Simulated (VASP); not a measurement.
An input for Ansatz (written as the equivalent of a VASP run, and not itself run):

Ansatz 0.2 input:
```yaml
crystal:
  lattice:
    - [4.1414801, 0.0000000, 0.0000000]
    - [-2.0707401, 3.5866268, 0.0000000]
    - [0.0000000, 0.0000000, 28.6240966]
  atoms:
    - { symbol: Bi, position: [0.3333330, 0.6666670, 0.2664381] }
    - { symbol: Bi, position: [0.3333330, 0.6666670, 0.0668959] }
    - { symbol: Bi, position: [0.0000000, 0.0000000, 0.5997711] }
    - { symbol: Bi, position: [0.0000000, 0.0000000, 0.4002289] }
    - { symbol: Bi, position: [0.6666670, 0.3333330, 0.9331041] }
    - { symbol: Bi, position: [0.6666670, 0.3333330, 0.7335619] }
    - { symbol: Se, position: [1.0000000, 0.0000000, 1.0000000] }
    - { symbol: Se, position: [0.6666670, 0.3333330, 0.1219746] }
    - { symbol: Se, position: [0.0000000, 0.0000000, 0.2113584] }
    - { symbol: Se, position: [0.6666670, 0.3333330, 0.3333330] }
    - { symbol: Se, position: [0.3333330, 0.6666670, 0.4553086] }
    - { symbol: Se, position: [0.6666670, 0.3333330, 0.5446914] }
    - { symbol: Se, position: [0.3333330, 0.6666670, 0.6666670] }
    - { symbol: Se, position: [1.0000000, 1.0000000, 0.7886416] }
    - { symbol: Se, position: [0.3333330, 0.6666670, 0.8780254] }
kpoints:
  mp_grid: { grid: [6, 6, 1] }
hamiltonian:
  xc: pbe
  dispersion: d3bj
  pseudopotentials: { kind: paw }
scf:
  occupations: { method: gaussian, width: 0.05 }
  max_iter: 100
relax:
  max_steps: 60
  f_tol: 0.02
  cell: {}
output: { forces: true, stress: true, eigenvalues: true }
```

Task: Translate this input to VASP (INCAR, KPOINTS, POSCAR, choice of POTCAR).

Result: This is not unique; one that fits is 
**INCAR**
```
SYSTEM = Bi2Se3
PREC = Accurate
ENCUT = 480
EDIFF = 1E-6
NELM = 100
ALGO = Normal
LREAL = Auto
LASPH = .TRUE.
ISMEAR = 0
SIGMA = 0.05
GGA = PE
IVDW = 12
LMAXMIX = 4
LWAVE = .FALSE.
LCHARG = .FALSE.
IBRION = 2
ISIF = 3
NSW = 60
EDIFFG = -0.02
```

### POSCAR
```
Bi2Se3
1.0
  4.1414801364   0.0000000000   0.0000000000
 -2.0707400682   3.5866268356   0.0000000000
  0.0000000000   0.0000000000  28.6240965933
Bi Se
6 9
Cart
 -0.0000020707   2.3910857526   7.6265504029
 -0.0000020707   2.3910857526   1.9148342110
  0.0000000000   0.0000000000  17.1679063926
  0.0000000000   0.0000000000  11.4561902007
  2.0707421389   1.1955410830  26.7092623823
  2.0707421389   1.1955410830  20.9975461904
  4.1414801364   0.0000000000  28.6240965933
  2.0707421389   1.1955410830   3.4914113469
  0.0000000000   0.0000000000   6.0499446428
  2.0707421389   1.1955410830   9.5413559897
 -0.0000020707   2.3910857526  13.0327959608
  2.0707421389   1.1955410830  15.5913006325
 -0.0000020707   2.3910857526  19.0827406036
  2.0707400682   3.5866268356  22.5741519505
 -0.0000020707   2.3910857526  25.1326852464
```

File KPOINTS:
```
K-points
0
gamma
  6 6 1
0 0 0
```

POTCAR, in this order: Bi_d Se (PBE.64 set). Program: vasp_std.

Limits of the translation: each code has its own PAW files, so the cut-off isn't converted (ENCUT is set for VASP's; basis.ecutwfc is left out, and Ansatz then takes the one that its files recommend); Ansatz stops its SCF on the density residual and VASP on the energy change (EDIFF).

The compound is Bi2Se3 in the tetradymite structure. This run relaxes it. Symmetry was kept, so distortions that lower it aren't found. The start is the result of an earlier pass.
